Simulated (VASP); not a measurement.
# C (Diamond): GW quasiparticle gap

How does the gap of C (Diamond) change from the starting functional to GW? The cell has space group Fd-3m. The start is a cell from a database of measured crystal structures.

Program: VASP 6.6.1. Level of theory: LDA; plane waves and PAW (C_GW), in the first sound run; inputs show where later runs differ. Results are calculated unless marked as measured.

**1. The structure**

Symmetry: Fd-3m, No. 227, cubic system. Conventional cell: a = 3.567 Å, b = 3.567 Å, c = 3.567 Å, α = 90.00°, β = 90.00°, γ = 90.00°. Nearest to C lie 4 C at 1.54 Å.

Structure file:

```xyz
2
Lattice="0.0000 1.7834 1.7834 1.7834 0.0000 1.7834 1.7834 1.7834 0.0000" Properties=species:S:1:pos:R:3 pbc="T T T"
C     2.6751    2.6751    2.6751
C     1.7834    1.7834    1.7834
```

**2. Ground state**

Many-body steps start from the orbitals of a self-consistent run, here LDA. EDIFF is tight for accurate orbitals, and a narrow smearing avoids fractional occupations.

The input, INCAR:

```
SYSTEM = C
PREC = Accurate
ENCUT = 440
EDIFF = 1E-08
NELM = 100
ISMEAR = 0
SIGMA = 0.01
LREAL = .FALSE.
ALGO = Normal
GGA = CA
NBANDS = 10
LORBIT = 11
LWAVE = .TRUE.
LCHARG = .FALSE.
KPAR = 4
```

The input, POSCAR:

```
C
1.0
    0.0000000000      1.7833700000      1.7833700000
    1.7833700000      0.0000000000      1.7833700000
    1.7833700000      1.7833700000      0.0000000000
C
2
Direct
    0.7500000000      0.7500000000      0.7500000000
    0.5000000000      0.5000000000      0.5000000000
```

The input, KPOINTS:

```
Automatic mesh
0
Gamma
9 9 9
0 0 0
```

PAW data sets: C_GW (LDA family, release 64).

Command:

```sh
mpirun -np 4 vasp_std
```

What it wrote:

```text
[banner, memory and clock lines left out]
running    4 mpi-ranks, on    1 nodes
 distrk:  each k-point on    1 cores,    4 groups
 distr:  one band on    1 cores,    1 groups

 POSCAR found type information on POSCAR C
 POSCAR found :  1 types and       2 ions
 LDA part: xc-table for (Slater(with rela. corr.)+CA(PZ))
 , standard interpolation
 POSCAR, INCAR and KPOINTS ok, starting setup
 FFT: planning ... GRIDC
 FFT: planning ... GRID_SOFT
 FFT: planning ... GRID
 WAVECAR not read
 entering main loop
       N       E                     dE             d eps       ncg     rms          rms(c)
DAV:   1     0.753026082751E+01    0.75303E+01   -0.44166E+03   748   0.698E+02
DAV:   2    -0.205373226822E+02   -0.28068E+02   -0.26157E+02   916   0.187E+02
DAV:   3    -0.210454997772E+02   -0.50818E+00   -0.50616E+00   882   0.192E+01
DAV:   4    -0.210469256134E+02   -0.14258E-02   -0.14257E-02   810   0.106E+00
DAV:   5    -0.210469296864E+02   -0.40729E-05   -0.40730E-05   840   0.634E-02    0.491E+00
DAV:   6    -0.204413538496E+02    0.60558E+00   -0.33735E-01   938   0.530E+00    0.263E+00
DAV:   7    -0.202263736352E+02    0.21498E+00   -0.38249E-01   994   0.538E+00    0.359E-01
DAV:   8    -0.202256747985E+02    0.69884E-03   -0.54975E-03   774   0.913E-01    0.289E-02
DAV:   9    -0.202256812783E+02   -0.64798E-05   -0.20690E-05   802   0.455E-02    0.139E-02
DAV:  10    -0.202256830482E+02   -0.17698E-05   -0.12150E-06   818   0.108E-02    0.145E-03
DAV:  11    -0.202256830543E+02   -0.61459E-08   -0.12160E-08   924   0.154E-03
   1 F= -.20225683E+02 E0= -.20225683E+02  d E =0.000000E+00
 writing wavefunctions
```

Elapsed: 3 s, on 4 MPI ranks of Intel Xeon Platinum 8375C at 2.90GHz (Ice Lake), shared host; peak memory 0.4 GiB; 4.1 s of CPU time.

Lines that name or quote the potential files are left out of all logs, and their timing lines are given in words.

From OUTCAR (step 2):

```text
ion  position               nearest neighbor table
   1  0.750  0.750  0.750-   2 1.54   2 1.54   2 1.54   2 1.54
   2  0.500  0.500  0.500-   1 1.54   1 1.54   1 1.54   1 1.54

  LATTYP: Found a face centered cubic cell.
 ALAT       =     3.5667400000

 Subroutine GETGRP returns: Found 48 space group operations
 (whereof 24 operations were pure point group operations)

The static configuration has the point symmetry T_d .
 The point group associated with its full space group is O_h .

 Found     35 irreducible k-points:

   k-points           NKPTS =     35   k-points in BZ     NKDIM =     35   number of bands    NBANDS=     10

   dimension x,y,z NGX =    18 NGY =   18 NGZ =   18
   dimension x,y,z NGXF=    36 NGYF=   36 NGZF=   36

   ENCUT  =  440.0 eV  32.34 Ry    5.69 a.u.   4.31  4.31  4.31*2*pi/ulx,y,z

   NELECT =       8.0000    total number of electrons

 k-points in reciprocal lattice and weights: Automatic mesh
   0.00000000  0.00000000  0.00000000       0.001
   0.11111111  0.00000000  0.00000000       0.011
   0.22222222  0.00000000  0.00000000       0.011
   0.33333333  0.00000000  0.00000000       0.011
   0.44444444  0.00000000  0.00000000       0.011
   0.11111111  0.11111111  0.00000000       0.008
   0.22222222  0.11111111  0.00000000       0.033
   0.33333333  0.11111111  0.00000000       0.033
   0.44444444  0.11111111  0.00000000       0.033
[...]
-0.33333333  0.44444444  0.11111111       0.033
  -0.33333333  0.44444444  0.22222222       0.033

 average (electrostatic) potential at core
       1 -49.4963       2 -49.4963

 E-fermi :   9.9598

 k-point     1 :       0.0000    0.0000    0.0000
  band No.  band energies     occupation
      1     -11.5540      2.00000
      2       9.7587      2.00000
      3       9.7587      2.00000
      4       9.7588      2.00000
      5      15.3054      0.00000
      6      15.3054      0.00000
      7      15.3054      0.00000
      8      23.3128      0.00000
      9      28.7667      0.00000
    ...

 k-point     2 :       0.1111    0.0000    0.0000
  band No.  band energies     occupation
      1     -11.2131      2.00000
      2       7.7910      2.00000
      3       9.2277      2.00000
      4       9.2277      2.00000
      5      16.0058      0.00000
      6      16.0058      0.00000
      7      16.4121      0.00000
      8      23.5460      0.00000
      9      29.2843      0.00000
    ...

 k-point     3 :       0.2222    0.0000    0.0000
  band No.  band energies     occupation
      1     -10.1968      2.00000
      2       4.1783      2.00000
      3       8.2515      2.00000
      4       8.2515      2.00000
      5      17.2377      0.00000
      6      17.2377      0.00000
      7      17.7249      0.00000
      8      24.1671      0.00000
      9      30.0548      0.00000
    ...

  Total       -1.2947677     -1.2947677     -1.2947677     -0.0000000     -0.0000000     -0.0000000
  in kB     -182.8723651   -182.8723651   -182.8723651     -0.0000000     -0.0000000     -0.0000000
  external PRESSURE =    -182.8723651 kB  Pullay stress =       0.0000000 kB

  energy-cutoff  :      440.00
  volume of cell :       11.34
      direct lattice vectors                 reciprocal lattice vectors
     0.000000000  1.783370000  1.783370000    -0.280368067  0.280368067  0.280368067
     1.783370000  0.000000000  1.783370000     0.280368067 -0.280368067  0.280368067
     1.783370000  1.783370000  0.000000000     0.280368067  0.280368067 -0.280368067

 POSITION                                       TOTAL-FORCE (eV/Angst)
 -----------------------------------------------------------------------------------
      2.67505      2.67505      2.67505        -0.000000      0.000000      0.000000
      1.78337      1.78337      1.78337         0.000000     -0.000000     -0.000000
 -----------------------------------------------------------------------------------
    total drift:                                0.000000     -0.000000      0.000000

  FREE ENERGIE OF THE ION-ELECTRON SYSTEM (eV)
  ---------------------------------------------------
  free  energy   TOTEN  =       -20.2256830543 eV

  energy  without entropy=      -20.2256830543  energy(sigma->0) =      -20.22568305

 total charge
# of ion       s       p       d       tot
------------------------------------------
    1        0.791   1.719   0.000   2.510
    2        0.791   1.719   0.000   2.510
--------------------------------------------------
tot          1.582   3.438   0.000   5.020

[... 3 further parts left out ...]
```

The gap is read on the k-mesh alone, so it is an upper bound where the band edges lie off the mesh.

Numbers from this step:

```
free energy (TOTEN)            : -20.23 eV
Fermi energy                   : 9.960 eV
pressure                       : -18.29 GPa
gap on the k-mesh              : 4.127 eV
least direct gap on the k-mesh : 5.547 eV
```

The cell has a gap of 4.13 eV on this mesh and a pressure of -18.3 GPa, which holds the strain of the given cell against this functional's own volume, and any error of cutoff and mesh.

**3. Empty bands, functional LDA**

ALGO = Exact makes the empty bands from the converged ground state in one step. LOPTICS writes the k-derivatives of the orbitals (WAVEDER), which give the long-wavelength limit of the screening.

The input, INCAR:

```
SYSTEM = C
PREC = Accurate
ENCUT = 440
ISMEAR = 0
SIGMA = 0.01
LREAL = .FALSE.
GGA = CA
NBANDS = 64
ALGO = Exact
NELM = 1
LWAVE = .TRUE.
LCHARG = .FALSE.
LOPTICS = .TRUE.
NEDOS = 1000
CSHIFT = 0.1
```

POSCAR is that of step 2.

KPOINTS is that of step 2.

Command:

```sh
mpirun -np 4 vasp_std
```

What it wrote:

```text
[banner, memory and clock lines left out]
running    4 mpi-ranks, on    1 nodes
 distrk:  each k-point on    4 cores,    1 groups
 distr:  one band on    1 cores,    4 groups

 POSCAR found type information on POSCAR C
 POSCAR found :  1 types and       2 ions
 LDA part: xc-table for (Slater(with rela. corr.)+CA(PZ))
 , standard interpolation
 found WAVECAR, reading the header
  number of bands has changed, file:    10 present:    64
  trying to continue reading WAVECAR, but it might fail
 POSCAR, INCAR and KPOINTS ok, starting setup
 FFT: planning ... GRIDC
 FFT: planning ... GRID_SOFT
 FFT: planning ... GRID
 reading WAVECAR
 random initialization beyond band           10
 the WAVECAR file was read successfully
 initial charge from wavefunction
 entering main loop
       N       E                     dE             d eps       ncg     rms          rms(c)
DIA:   1    -0.202256830646E+02   -0.20226E+02    0.00000E+00     0   0.000E+00
   1 F= -.20225683E+02 E0= -.20225683E+02  d E =-.475477E-22
 writing wavefunctions
 optical routines
 imaginary and real dielectric function
 recalculating local potential from charge density
 direction            1
 direction            2
 direction            3
```

It took 3.8 s on 4 MPI ranks; peak memory 0.43 GiB.

From OUTCAR (step 3):

```text
 Found     35 irreducible k-points:

   k-points           NKPTS =     35   k-points in BZ     NKDIM =     35   number of bands    NBANDS=     64

   NELECT =       8.0000    total number of electrons

 E-fermi :   9.8226

 k-point     1 :       0.0000    0.0000    0.0000
  band No.  band energies     occupation
      1     -11.5540      2.00000
      2       9.7588      2.00000
      3       9.7588      2.00000
      4       9.7588      2.00000
      5      15.3054      0.00000
      6      15.3054      0.00000
      7      15.3054      0.00000
      8      23.3128      0.00000
      9      28.7667      0.00000
    ...

 k-point     3 :       0.2222    0.0000    0.0000
  band No.  band energies     occupation
      1     -10.1968      2.00000
      2       4.1783      2.00000
      3       8.2515      2.00000
      4       8.2515      2.00000
      5      17.2377      0.00000
      6      17.2377      0.00000
      7      17.7249      0.00000
      8      24.1671      0.00000
      9      30.0549      0.00000
    ...

  Total       -1.2947351     -1.2947351     -1.2947351     -0.0000000     -0.0000000     -0.0000000
  in kB     -182.8677530   -182.8677530   -182.8677530     -0.0000000     -0.0000000     -0.0000000
  external PRESSURE =    -182.8677530 kB  Pullay stress =       0.0000000 kB

 POSITION                                       TOTAL-FORCE (eV/Angst)
 -----------------------------------------------------------------------------------
      2.67505      2.67505      2.67505        -0.000000     -0.000000      0.000000
      1.78337      1.78337      1.78337         0.000000      0.000000     -0.000000
 -----------------------------------------------------------------------------------
    total drift:                                0.000000     -0.000000      0.000000

  FREE ENERGIE OF THE ION-ELECTRON SYSTEM (eV)
  ---------------------------------------------------
  free  energy   TOTEN  =       -20.2256830646 eV

  energy  without entropy=      -20.2256830646  energy(sigma->0) =      -20.22568306

 plasma frequency squared (from intraband transitions) (eV^2)
  --------------------------------------------------------------------------------------
       0.000       0.000      -0.000
      -0.000       0.000       0.000
       0.000       0.000       0.000

[... 12 parts as in an earlier step ...]

[... 1 further part left out ...]
```

WAVECAR now holds 64 bands for 8 electrons. Its independent-particle dielectric tensor has xx, yy, zz = 6.0, 6.0, 6.0 on this mesh, which isn't tested for convergence; a coarse zone-centred mesh tends to overstate it, local fields are missing, and the same mesh feeds the screening.

(Part 1 of 4 ends here.)

[Lines on the potential files, build, host, timing and source positions are cut from VASP's logs without a mark.]

[Logs are printed without paths, hosts, clocks, repeated set-up lines and the standing remarks that a program may print on its own settings, such as how far it seeks lower states.]

[Hosts, paths, dates, database ids (printed as entryN), source tags and the programs' standing remarks are cut or masked in the printed files.]

[Measured values are set beside computed ones only where the two were judged alike; some that the calculation misses by far are left out.]

[Pressures printed for these runs are not shown converged in the cutoff: they can be off by several GPa and have the wrong sign.]
